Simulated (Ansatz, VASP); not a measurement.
# Cd4Se3S: VASP beside Ansatz, part 2 of 2

One calculation is typed for both programs; each brings its own data sets. How far apart do they land? The cell is generated by rule, not measured, and may not be a known phase. The cell is taken from a series of runs on this material, whose earlier steps may have relaxed, scaled, displaced or heated it; both programs get it as it stands.

VASP 6.6.1 and Ansatz 0.2.0.

So far: The starting structure; Ansatz: zone-centre phonons, PBE; VASP: zone-centre phonons, PBE.

## (3) VASP: zone-centre phonons, PBE (continued)

Level of this step: PBE; plane waves and PAW (Cd, S, Se); invented cell (VASP).

Numbers of over 12 decimals in the logs are rounded to 6 here.

From OUTCAR (step 3):

```text
ion  position               nearest neighbor table
   1  0.333  0.667  0.008-   5 2.57   8 2.67   8 2.67   8 2.67
   2  0.667  0.333  0.242-   5 2.61   5 2.61   5 2.61   6 2.69
   3  0.333  0.667  0.497-   6 2.67   6 2.67   6 2.67   7 2.69
   4  0.667  0.333  0.752-   7 2.67   7 2.67   7 2.67   8 2.68
   5  0.333  0.667  0.189-   1 2.57   2 2.61   2 2.61   2 2.61
   6  0.667  0.333  0.432-   3 2.67   3 2.67   3 2.67   2 2.69
   7  0.333  0.667  0.687-   4 2.67   4 2.67   4 2.67   3 2.69
   8  0.667  0.333  0.942-   1 2.67   1 2.67   1 2.67   4 2.68

  LATTYP: Found a hexagonal cell.
 ALAT       =     4.3348902029
 C/A-ratio  =     3.2651555194

 Subroutine GETGRP returns: Found  6 space group operations
 (whereof  6 operations were pure point group operations)

The static configuration has the point symmetry C_3v.

 Found     24 irreducible k-points:

   k-points           NKPTS =     24   k-points in BZ     NKDIM =     24   number of bands    NBANDS=     44

   dimension x,y,z NGX =    32 NGY =   32 NGZ =  108
   dimension x,y,z NGXF=    64 NGYF=   64 NGZF=  216

   ENCUT  =  500.0 eV  36.75 Ry    6.06 a.u.   7.90  7.90 25.81*2*pi/ulx,y,z

   NELECT =      72.0000    total number of electrons

 k-points in reciprocal lattice and weights: Automatic mesh
   0.00000000  0.00000000  0.00000000       0.006
   0.11111111 -0.00000000  0.00000000       0.037
   0.22222222  0.00000000  0.00000000       0.037
   0.33333333 -0.00000000  0.00000000       0.037
   0.44444444  0.00000000  0.00000000       0.037
   0.11111111  0.11111111  0.00000000       0.037
   0.22222222  0.11111111  0.00000000       0.074
   0.33333333  0.11111111  0.00000000       0.074
   0.44444444  0.11111111  0.00000000       0.037
[...]
0.33333333  0.22222222  0.50000000       0.074
   0.33333333  0.33333333  0.50000000       0.012

 average (electrostatic) potential at core
       1 -40.1253       2 -40.2114       3 -40.1268       4 -40.1463       5 -90.0222
       6 -56.5702       7 -56.5947       8 -56.5981

  Total        0.3731761      0.3731761      0.3698505     -0.0000000      0.0000000      0.0000000
  in kB        2.5957068      2.5957068      2.5725747     -0.0000000      0.0000000      0.0000000
  external PRESSURE =       2.5879961 kB  Pullay stress =       0.0000000 kB

  energy-cutoff  :      500.00
  volume of cell :      230.34
      direct lattice vectors                 reciprocal lattice vectors
     4.334890203  0.000000000  0.000000000     0.230686350  0.133186826  0.000000000
    -2.167445101  3.754125038  0.000000000     0.000000000  0.266373653  0.000000000
     0.000000000  0.000000000 14.154090672     0.000000000  0.000000000  0.070650953

[...]
2.16745      1.25138      6.11749         0.000000     -0.000000     -0.002443
     -0.00000      2.50275      9.72525         0.000000     -0.000000     -0.002603
      2.16745      1.25138     13.33421         0.000000     -0.000000     -0.003695
 -----------------------------------------------------------------------------------
    total drift:                                0.000000     -0.000000     -0.000585

 Eigenvectors and eigenvalues of the dynamical matrix
 ----------------------------------------------------

   1 f  =    7.812896 THz    49.089872 2PiTHz  260.610149 cm-1    32.311526 meV
             X         Y         Z           dx          dy          dz
     -0.000000  2.502750  0.106404    -0.000000    0.000000    0.312285
      2.167445  1.251375  3.427502     0.000000   -0.000000    0.086716
     -0.000000  2.502750  7.039640    -0.000000    0.000000   -0.083539
      2.167445  1.251375 10.649238     0.000000   -0.000000   -0.088690
     -0.000000  2.502750  2.678108    -0.000000    0.000000   -0.920285
      2.167445  1.251375  6.117488     0.000000   -0.000000    0.114022
     -0.000000  2.502750  9.725248    -0.000000    0.000000    0.101203
      2.167445  1.251375 13.334212     0.000000   -0.000000    0.099729

   2 f  =    6.208752 THz    39.010737 2PiTHz  207.101660 cm-1    25.677322 meV
             X         Y         Z           dx          dy          dz
     -0.000000  2.502750  0.106404    -0.003942    0.002323   -0.000000
      2.167445  1.251375  3.427502    -0.363902    0.214492   -0.000000
     -0.000000  2.502750  7.039640     0.014569   -0.008587   -0.000000
      2.167445  1.251375 10.649238    -0.004309    0.002540   -0.000000
     -0.000000  2.502750  2.678108     0.779015   -0.459169   -0.000000
      2.167445  1.251375  6.117488    -0.040998    0.024165   -0.000000
     -0.000000  2.502750  9.725248     0.003176   -0.001872   -0.000000
      2.167445  1.251375 13.334212    -0.030551    0.018007   -0.000000

   3 f  =    6.208752 THz    39.010737 2PiTHz  207.101660 cm-1    25.677322 meV
             X         Y         Z           dx          dy          dz
     -0.000000  2.502750  0.106404     0.002323    0.003942    0.000000
      2.167445  1.251375  3.427502     0.214492    0.363902   -0.000000
     -0.000000  2.502750  7.039640    -0.008587   -0.014569    0.000000
      2.167445  1.251375 10.649238     0.002540    0.004309    0.000000
     -0.000000  2.502750  2.678108    -0.459169   -0.779015   -0.000000
      2.167445  1.251375  6.117488     0.024165    0.040998    0.000000
     -0.000000  2.502750  9.725248    -0.001872   -0.003176    0.000000
      2.167445  1.251375 13.334212     0.018007    0.030551    0.000000

   4 f  =    5.643307 THz    35.457944 2PiTHz  188.240462 cm-1    23.338832 meV
             X         Y         Z           dx          dy          dz
     -0.000000  2.502750  0.106404     0.000000    0.000000    0.202481
      2.167445  1.251375  3.427502     0.000000   -0.000000   -0.334279
     -0.000000  2.502750  7.039640    -0.000000    0.000000   -0.203380
      2.167445  1.251375 10.649238     0.000000    0.000000    0.366698
     -0.000000  2.502750  2.678108    -0.000000    0.000000    0.023196
      2.167445  1.251375  6.117488     0.000000    0.000000    0.554129
     -0.000000  2.502750  9.725248    -0.000000   -0.000000   -0.003901
      2.167445  1.251375 13.334212    -0.000000   -0.000000   -0.603171

   5 f  =    5.410088 THz    33.992587 2PiTHz  180.461117 cm-1    22.374317 meV
             X         Y         Z           dx          dy          dz
     -0.000000  2.502750  0.106404    -0.000000   -0.000000   -0.054585
      2.167445  1.251375  3.427502    -0.000000   -0.000000   -0.229620
     -0.000000  2.502750  7.039640    -0.000000   -0.000000    0.377106
      2.167445  1.251375 10.649238     0.000000    0.000000    0.047686
     -0.000000  2.502750  2.678108     0.000000    0.000000   -0.087317
      2.167445  1.251375  6.117488     0.000000    0.000000    0.331951
     -0.000000  2.502750  9.725248    -0.000000   -0.000000   -0.762440
      2.167445  1.251375 13.334212     0.000000    0.000000    0.317303

   6 f  =    4.929414 THz    30.972424 2PiTHz  164.427562 cm-1    20.386410 meV
             X         Y         Z           dx          dy          dz
     -0.000000  2.502750  0.106404     0.172462   -0.101652   -0.000000
      2.167445  1.251375  3.427502     0.033726   -0.019879   -0.000000
     -0.000000  2.502750  7.039640     0.352166   -0.207573   -0.000000
      2.167445  1.251375 10.649238    -0.330027    0.194524   -0.000000
     -0.000000  2.502750  2.678108    -0.027550    0.016239   -0.000000
      2.167445  1.251375  6.117488    -0.474817    0.279866    0.000000
     -0.000000  2.502750  9.725248     0.447218   -0.263599   -0.000000
      2.167445  1.251375 13.334212    -0.228317    0.134574    0.000000

   7 f  =    4.929414 THz    30.972424 2PiTHz  164.427562 cm-1    20.386410 meV
             X         Y         Z           dx          dy          dz
     -0.000000  2.502750  0.106404    -0.101652   -0.172462    0.000000
      2.167445  1.251375  3.427502    -0.019879   -0.033726    0.000000
     -0.000000  2.502750  7.039640    -0.207573   -0.352166    0.000000
      2.167445  1.251375 10.649238     0.194524    0.330027    0.000000
     -0.000000  2.502750  2.678108     0.016239    0.027550   -0.000000
      2.167445  1.251375  6.117488     0.279866    0.474817   -0.000000
     -0.000000  2.502750  9.725248    -0.263599   -0.447218    0.000000
      2.167445  1.251375 13.334212     0.134574    0.228317   -0.000000

   8 f  =    4.898687 THz    30.779357 2PiTHz  163.402606 cm-1    20.259332 meV
             X         Y         Z           dx          dy          dz
     -0.000000  2.502750  0.106404    -0.221166    0.130355    0.000000
      2.167445  1.251375  3.427502     0.020291   -0.011960    0.000000
     -0.000000  2.502750  7.039640     0.388565   -0.229020    0.000000
      2.167445  1.251375 10.649238     0.286746   -0.169008    0.000000
     -0.000000  2.502750  2.678108    -0.009652    0.005689   -0.000000
      2.167445  1.251375  6.117488    -0.482909    0.284626   -0.000000
     -0.000000  2.502750  9.725248    -0.373412    0.220089   -0.000000
      2.167445  1.251375 13.334212     0.294809   -0.173760   -0.000000

   9 f  =    4.898687 THz    30.779357 2PiTHz  163.402606 cm-1    20.259332 meV
             X         Y         Z           dx          dy          dz
     -0.000000  2.502750  0.106404     0.130355    0.221166   -0.000000
      2.167445  1.251375  3.427502    -0.011960   -0.020291   -0.000000
     -0.000000  2.502750  7.039640    -0.229020   -0.388565   -0.000000
      2.167445  1.251375 10.649238    -0.169008   -0.286746   -0.000000
     -0.000000  2.502750  2.678108     0.005689    0.009652    0.000000
      2.167445  1.251375  6.117488     0.284626    0.482909    0.000000
     -0.000000  2.502750  9.725248     0.220089    0.373412    0.000000
      2.167445  1.251375 13.334212    -0.173760   -0.294809    0.000000

  10 f  =    4.878813 THz    30.654489 2PiTHz  162.739699 cm-1    20.177142 meV
             X         Y         Z           dx          dy          dz
     -0.000000  2.502750  0.106404     0.448824   -0.264541   -0.000000
      2.167445  1.251375  3.427502     0.017744   -0.010459   -0.000000
     -0.000000  2.502750  7.039640     0.059093   -0.034830   -0.000000
      2.167445  1.251375 10.649238     0.296001   -0.174466   -0.000000
     -0.000000  2.502750  2.678108    -0.012654    0.007459    0.000000
      2.167445  1.251375  6.117488    -0.055537    0.032734    0.000000
     -0.000000  2.502750  9.725248    -0.352022    0.207485    0.000000
      2.167445  1.251375 13.334212    -0.567572    0.334533    0.000000

  11 f  =    4.878813 THz    30.654489 2PiTHz  162.739699 cm-1    20.177142 meV
             X         Y         Z           dx          dy          dz
     -0.000000  2.502750  0.106404    -0.264541   -0.448824    0.000000
      2.167445  1.251375  3.427502    -0.010459   -0.017744    0.000000
     -0.000000  2.502750  7.039640    -0.034830   -0.059093    0.000000
      2.167445  1.251375 10.649238    -0.174466   -0.296001    0.000000
    [... 145 further lines ...]
     -0.000000  2.502750  9.725248    -0.000000   -0.000000    0.331530
      2.167445  1.251375 13.334212    -0.000000   -0.000000    0.331381

 ELASTIC MODULI CONTR FROM IONIC RELAXATION (kBar)
 Direction    XX          YY          ZZ          XY          YZ          ZX
 --------------------------------------------------------------------------------
 XX        -226.7264     93.6367    122.2283      0.0000    -12.9645      0.0000
 YY          93.6367   -226.7264    122.2283      0.0000     12.9645     -0.0000
 ZZ         122.2283    122.2283   -240.7152     -0.0000     -0.0000      0.0000
 XY           0.0000      0.0000     -0.0000   -160.1815     -0.0000    -13.8729
 YZ         -12.9645     12.9645     -0.0000     -0.0000    -62.0230      0.0000
 ZX           0.0000     -0.0000      0.0000    -13.8729      0.0000    -69.2312
 --------------------------------------------------------------------------------
```

## (4) Comparison

Known differences besides the potentials themselves: fixed occupations in Ansatz, narrow Gaussian smearing in VASP; the data sets hold 134 valence electrons in Ansatz (on its default PAW (the set named soft_2) files) and 72 in VASP; the cutoff is 420 eV in Ansatz and 500 eV in VASP. Total energies have different zeros and are not compared.

Compared:

| quantity | Ansatz | VASP | difference |
| --- | --- | --- | --- |
| optical mode 1 to 2 (cm⁻¹) | 28.6 | 27.0 | +1.6 |
| optical mode 3 to 4 (cm⁻¹) | 30.0 | 28.4 | +1.6 |
| optical mode 5 to 6 (cm⁻¹) | 37.9 | 36.2 | +1.7 |
| optical mode 7 (cm⁻¹) | 80.9 | 81.1 | -0.25 % |
| optical mode 8 (cm⁻¹) | 85.2 | 85.5 | -0.37 % |
| optical mode 9 (cm⁻¹) | 120.8 | 121.2 | -0.37 % |
| optical mode 10 (cm⁻¹) | 157.3 | 159.4 | -1.33 % |
| optical mode 11 to 12 (cm⁻¹) | 160.5 | 162.7 | -1.36 % |
| optical mode 13 to 14 (cm⁻¹) | 161.1 | 163.4 | -1.40 % |
| optical mode 15 to 16 (cm⁻¹) | 162.1 | 164.4 | -1.42 % |
| optical mode 17 (cm⁻¹) | 178.7 | 180.5 | -0.98 % |
| optical mode 18 (cm⁻¹) | 186.4 | 188.2 | -0.96 % |
| optical mode 19 to 20 (cm⁻¹) | 204.2 | 207.1 | -1.39 % |
| optical mode 21 (cm⁻¹) | 258.0 | 260.6 | -1.01 % |

Modes are paired by rising frequency, not by their patterns, so a pair may set unlike modes beside each other; they are those without the splitting of longitudinal modes.

## (5) Outcome

```json
{
  "r.m.s. difference of the optical zone-centre modes, each program's sorted by frequency (zone-centre phonons, PBE)": "2.0 cm⁻¹",
  "difference in optical mode 15 to 16 (zone-centre phonons, PBE)": "-1.4 %"
}
```

The r.m.s. difference of the optical zone-centre modes, each program's sorted by frequency is 2.0 cm⁻¹ (zone-centre phonons, PBE). The data sets hold unlike numbers of valence electrons (134 in Ansatz and 72 in VASP), so part of the differences comes from the potentials. Among the rows given in per cent, the largest difference of the zone-centre phonons, PBE pair is in optical mode 15 to 16, -1.4 %. How closely two codes agree says nothing of how well the functional describes the real material.

[Lines on the potential files, build, host, timing and source positions are cut from VASP's logs without a mark.]

[Logs are printed without paths, hosts, clocks, repeated set-up lines and the standing remarks that a program may print on its own settings, such as how far it seeks lower states.]

[Hosts, paths, dates, database ids (printed as entryN), source tags and the programs' standing remarks are cut or masked in the printed files.]
